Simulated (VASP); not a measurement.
# AlSn (P-6m2) in VASP: single point with PBE

Aim: the single point of AlSn with PBE.

Everything below comes from runs of VASP 6.6.1. Logs are shortened: lines on timing, memory, paths and dates and some standing lists are left out, and cuts for length are marked.

## (1) The structure

Symmetry: P-6m2, No. 187, hexagonal system. Conventional cell: a = 4.198 Å, b = 4.198 Å, c = 3.307 Å, α = 90.00°, β = 90.00°, γ = 120.00°. Al (site symmetry -6m2) has 6 Sn at 2.93 Å and 2 Al at 3.31 Å as nearest neighbours. Sn (site symmetry -6m2) is surrounded by 6 Al at 2.93 Å and 2 Sn at 3.31 Å.

The cell comes from a database or a generator and needn't be the stable form of this composition.

## (2) Single point, PBE

Input file INCAR:

```
SYSTEM = AlSn
  PREC = Accurate
  ENCUT = 520
  EDIFF = 1E-6
  ISMEAR = 0
  SIGMA = 0.15
  LREAL = .FALSE.
  LASPH = .TRUE.
  NELM = 100
  ALGO = Fast
  ISIF = 2
  LWAVE = .FALSE.
  LCHARG = .FALSE.
  GGA = PE
  NBANDS = 16
```

Input file KPOINTS:

```
regular mesh
0
G
  15 15 14
  0 0 0
```

Input file POSCAR:

```
AlSn
1.0
    4.1981056157      0.0000000000      0.0000000000
   -2.0990528078      3.6356661109      0.0000000000
    0.0000000000      0.0000000000      3.3068470000
Al Sn
1 1
Direct
    0.0000000000      0.0000000000      0.0000000000
    0.3333333333      0.6666666667      0.5000000000
```

Potentials or basis: VASP PAW PBE potentials, release 64 (Al, Sn_d).

Command:

```
$ cat potpaw_PBE.64/Al/POTCAR potpaw_PBE.64/Sn_d/POTCAR > POTCAR
$ mpirun -np 1 vasp_std > vasp.out
```

OUTCAR:

```text
SYSTEM = AlSn
   PREC = Accurate
   ENCUT = 520
   EDIFF = 1E-6
   ISMEAR = 0
   LREAL = .FALSE.
   LASPH = .TRUE.
   NELM = 100
   ISIF = 2
   GGA = PE

 ion  position               nearest neighbor table
   1  0.000  0.000  0.000-   2 2.93   2 2.93   2 2.93   2 2.93   2 2.93   2 2.93
   2  0.333  0.667  0.500-   1 2.93   1 2.93   1 2.93   1 2.93   1 2.93   1 2.93

  LATTYP: Found a hexagonal cell.
 ALAT       =     4.1981056157
 C/A-ratio  =     0.7876998110

  Lattice vectors:

 A1 = (   4.1981056157,   0.0000000000,   0.0000000000)
 A2 = (  -2.0990528078,   3.6356661109,   0.0000000000)
 A3 = (   0.0000000000,   0.0000000000,   3.3068470000)

Analysis of symmetry for initial positions (statically):
=====================================================================
 Subroutine PRICEL returns:
 Original cell was already a primitive cell.

 Routine SETGRP: Setting up the symmetry group for a
 hexagonal supercell.

 Subroutine GETGRP returns: Found 12 space group operations
 (whereof 12 operations were pure point group operations)
 out of a pool of 24 trial point group operations.

The static configuration has the point symmetry D_3h.

Analysis of symmetry for dynamics (positions and initial velocities):
=====================================================================
 Subroutine PRICEL returns:
 Original cell was already a primitive cell.

 Routine SETGRP: Setting up the symmetry group for a
 hexagonal supercell.

 Subroutine GETGRP returns: Found 12 space group operations
 (whereof 12 operations were pure point group operations)
 out of a pool of 24 trial point group operations.

The dynamic configuration has the point symmetry D_3h.

 Subroutine INISYM returns: Found 12 space group operations
 (whereof 12 operations are pure point group operations),
 and found     1 'primitive' translations

----------------------------------------------------------------------------------------

                                     Primitive cell

  volume of cell :      50.4721

  direct lattice vectors                    reciprocal lattice vectors
     4.198105616  0.000000000  0.000000000     0.238202678  0.137526380  0.000000000
    -2.099052808  3.635666111  0.000000000     0.000000000  0.275052760  0.000000000
     0.000000000  0.000000000  3.306847000     0.000000000  0.000000000  0.302402863

  length of vectors
     4.198105616  4.198105616  3.306847000     0.275052760  0.275052760  0.302402863

  position of ions in fractional coordinates (direct lattice)
     0.000000000  0.000000000  0.000000000
     0.333333333  0.666666667  0.500000000

  ion indices of the primitive-cell ions
   primitive index   ion index
                 1           1
                 2           2

----------------------------------------------------------------------------------------

 KPOINTS: regular mesh

Automatic generation of k-mesh.
 Grid dimensions read from file:
 generate k-points for:   15   15   14

 Generating k-lattice:

  Cartesian coordinates                     Fractional coordinates (reciprocal lattice)
     0.015880179  0.009168425  0.000000000     0.066666667  0.000000000  0.000000000
     0.000000000  0.018336851  0.000000000     0.000000000  0.066666667  0.000000000
     0.000000000  0.000000000  0.021600204     0.000000000  0.000000000  0.071428571

  Length of vectors
     0.018336851  0.018336851  0.021600204

  Shift w.r.t. Gamma in fractional coordinates (k-lattice)
     0.000000000  0.000000000  0.000000000

 Subroutine IBZKPT returns following result:
 ===========================================

 Found    216 irreducible k-points:

 Following reciprocal coordinates:
            Coordinates               Weight
  0.000000  0.000000  0.000000      1.000000
  0.066667  0.000000  0.000000      6.000000
  0.133333 -0.000000  0.000000      6.000000
  0.200000 -0.000000  0.000000      6.000000
  0.266667 -0.000000  0.000000      6.000000
  0.333333 -0.000000  0.000000      6.000000
[... 16 lines left out ...]
  0.333333  0.200000  0.000000     12.000000
  0.400000  0.200000  0.000000      6.000000
 [... further k-points ...]
   k-points           NKPTS =    216   k-points in BZ     NKDIM =    216   number of bands    NBANDS=     16
   number of dos      NEDOS =    301   number of ions     NIONS =      2
   total plane-waves  NPLWV =  28672
   dimension x,y,z NGX =    32 NGY =   32 NGZ =   28
   dimension x,y,z NGXF=    64 NGYF=   64 NGZF=   56
   ions per type =               1   1
   NGX,Y,Z   is equivalent  to a cutoff of  12.67, 12.67, 14.08 a.u.
   NGXF,Y,Z  is equivalent  to a cutoff of  25.34, 25.34, 28.15 a.u.
 SYSTEM =  AlSn
   PREC   = accura    normal or accurate (medium, high low for compatibility)
   ISTART =      0    job   : 0-new  1-cont  2-samecut
   ICHARG =      2    charge: 1-file 2-atom 10-const
   ISPIN  =      1    spin polarized calculation?
   LNONCOLLINEAR =      F non collinear calculations
   LSORBIT =      F    spin-orbit coupling
   LASPH  =      T    aspherical Exc in radial PAW
   ENCUT  =  520.0 eV  38.22 Ry    6.18 a.u.   7.81  7.81  6.15*2*pi/ulx,y,z
   NELM   =    100;   NELMIN=  2; NELMDL= -5     # of ELM steps
   EDIFF  = 0.1E-05   stopping-criterion for ELM
   LREAL  =      F    real-space projection
   EDIFFG = 0.1E-04   stopping-criterion for IOM
   NSW    =      0    number of steps for IOM
   IBRION =     -1    ionic relax: 0-MD 1-quasi-New 2-CG
   NFREE  =      0    steps in history (QN), initial steepest desc. (CG)
   ISIF   =      2    stress and relaxation
   ISYM   =      2    0-nonsym 1-usesym 2-fastsym
   POTIM  = 0.5000    time-step for ionic-motion
   TEBEG  =    0.0;   TEEND  =   0.0 temperature during run
   PSTRESS=    0.0 pullay stress
   NELECT =      17.0000    total number of electrons
   NUPDOWN=      -1.0000    fix difference up-down
   EMIN   =  10.00;   EMAX   =-10.00  energy-range for DOS
   EFERMI =   0.00;   METHOD = LEGACY
   ISMEAR =     0;   SIGMA  =   0.15  broadening in eV -4-tet -1-fermi 0-gaus
   EFERMI_NEDOS =   21; number of points for ismear=-14 and -15
   IALGO  =     68    algorithm
   IMIX   =      4    mixing-type and parameters
     AMIX     =   0.40;   BMIX     =  1.00
     AMIX_MAG =   1.60;   BMIX_MAG =  1.00
  volume/ion in A,a.u.               =      25.24       170.30
  Fermi-wavevector in a.u.,A,eV,Ry     =   1.139044  2.152482 17.652500  1.297422
  Thomas-Fermi vector in A             =   2.275748
   LORBIT       =      0    0 simple, 1 ext, 2 COOP (PROOUT), +10 PAW based schemes
   GGA     = PE    functional components
   LHFCALC =     F    Hartree Fock is set to
   AEXX    =    0.0000 exact exchange contribution
   IVDW    =     0    specifies the selected vdW correction
   LEPSILON=     F    determine dielectric tensor
   LRPA    =     F    only Hartree local field effects (RPA)
 non-spin polarized calculation
 RMM-DIIS sequential band-by-band and
 Gauss-broadening in eV      SIGMA  =   0.15
  energy-cutoff  :      520.00
  volume of cell :       50.47
 maximum number of plane-waves:      1384
 NGX is ok and might be reduce to    32
   NGX = 15   NGY = 15   NGZ = 13

 number of electron      16.9999999 magnetization

 Free energy of the ion-electron system (eV)
  ---------------------------------------------------
  ext. energy  EPLUGINS =         0.00000000
  ---------------------------------------------------
  free energy    TOTEN  =        -7.20084688 eV

  energy without entropy =       -7.19254821  energy(sigma->0) =       -7.19669754

 E-fermi :   6.4091     XC(G=0):  -9.5667

 val. band max:        6.3794196441   @ k =   0.2000  -0.0000   0.5000
 cond. band min:       6.4151944389   @ k =   0.4667   0.0000   0.3571
 fundamental gap:      0.0357747947
 Fermi energy:         6.4091466057

 k-point     1 :       0.0000    0.0000    0.0000
  band No.  band energies     occupation
      1     -14.9743      2.00000
      2     -14.8509      2.00000
      3     -14.8509      2.00000
      4     -14.8448      2.00000
      5     -14.8448      2.00000
      6      -4.0318      2.00000
[... 8 lines left out ...]
     15      17.9831      0.00000
     16      19.2255      0.00000

 k-point     2 :       0.0667    0.0000    0.0000
  band No.  band energies     occupation
      1     -14.9740      2.00000
      2     -14.8510      2.00000
      3     -14.8500      2.00000
      4     -14.8451      2.00000
      5     -14.8449      2.00000
      6      -3.9856      2.00000
[... 8 lines left out ...]
     15      17.4950      0.00000
     16      19.1933      0.00000

 k-point     3 :       0.1333   -0.0000    0.0000
  band No.  band energies     occupation
      1     -14.9730      2.00000
      2     -14.8513      2.00000
      3     -14.8476      2.00000
      4     -14.8458      2.00000
      5     -14.8451      2.00000
      6      -3.8481      2.00000
[... 8 lines left out ...]
     15      16.6513      0.00000
     16      18.9255      0.00000

 k-point     4 :       0.2000   -0.0000    0.0000
  band No.  band energies     occupation
      1     -14.9715      2.00000
      2     -14.8517      2.00000
      3     -14.8470      2.00000
      4     -14.8454      2.00000
      5     -14.8441      2.00000
      6      -3.6222      2.00000
[... 8 lines left out ...]
     15      15.7658      0.00000
     16      18.2042      0.00000
[... 324 lines left out ...]
 k-point    22 :       0.2667    0.2000    0.0000
  band No.  band energies     occupation
      1     -14.9666      2.00000
      2     -14.8499      2.00000
      3     -14.8494      2.00000
      4     -14.8473      2.00000
      5     -14.8361      2.00000
      6      -2.4841      2.00000
[... 8 lines left out ...]
     15      15.9215      0.00000
     16      16.9876      0.00000

 k-point    23 :       0.3333    0.2000    0.0000
  band No.  band energies     occupation
      1     -14.9658      2.00000
      2     -14.8503      2.00000
      3     -14.8486      2.00000
      4     -14.8477      2.00000
      5     -14.8353      2.00000
      6      -2.1383      2.00000
[... 8 lines left out ...]
     15      15.4607      0.00000
     16      16.4522      0.00000

 k-point    24 :       0.4000    0.2000    0.0000
  band No.  band energies     occupation
      1     -14.9655      2.00000
      2     -14.8504      2.00000
      3     -14.8483      2.00000
      4     -14.8478      2.00000
      5     -14.8350      2.00000
      6      -1.9788      2.00000
[... 8 lines left out ...]
     15      15.0868      0.00000
     16      16.3975      0.00000

 [... further k-points ...]

------------------------ aborting loop because EDIFF is reached ----------------------------------------

  FORCE on cell =-STRESS in cart. coord.  units (eV):
  Direction    XX          YY          ZZ          XY          YZ          ZX
  --------------------------------------------------------------------------------------
  -------------------------------------------------------------------------------------
  Total        0.2201345      0.2201345     -0.5708532      0.0000000      0.0000000      0.0000000
  in kB        6.9879096      6.9879096    -18.1210595      0.0000000      0.0000000      0.0000000
  external PRESSURE =      -1.3817468 kB  Pullay stress =       0.0000000 kB

 VOLUME and BASIS-vectors are now :
 -----------------------------------------------------------------------------
  energy-cutoff  :      520.00
  volume of cell :       50.47
      direct lattice vectors                 reciprocal lattice vectors
     4.198105616  0.000000000  0.000000000     0.238202678  0.137526380  0.000000000
    -2.099052808  3.635666111  0.000000000     0.000000000  0.275052760  0.000000000
     0.000000000  0.000000000  3.306847000     0.000000000  0.000000000  0.302402863

 POSITION                                       TOTAL-FORCE (eV/Angst)
 -----------------------------------------------------------------------------------
      0.00000      0.00000      0.00000        -0.000000      0.000000      0.000000
     -0.00000      2.42378      1.65342         0.000000     -0.000000      0.000000
 -----------------------------------------------------------------------------------
    total drift:                                0.000000     -0.000000     -0.000000

  FREE ENERGIE OF THE ION-ELECTRON SYSTEM (eV)
  ---------------------------------------------------
  free  energy   TOTEN  =        -7.2008468760 eV

  energy  without entropy=       -7.1925482123  energy(sigma->0) =       -7.19669754
```

Run time: 69 s. Hardware: 1 thread of Intel Xeon Platinum 8559C (Emerald Rapids), shared host; peak memory 0.3 GiB.

What came out:

- Free energy: -7.2008 eV
- Pressure: -0.1 GPa
- Band gap on the k mesh: none (metal or under the smearing width)
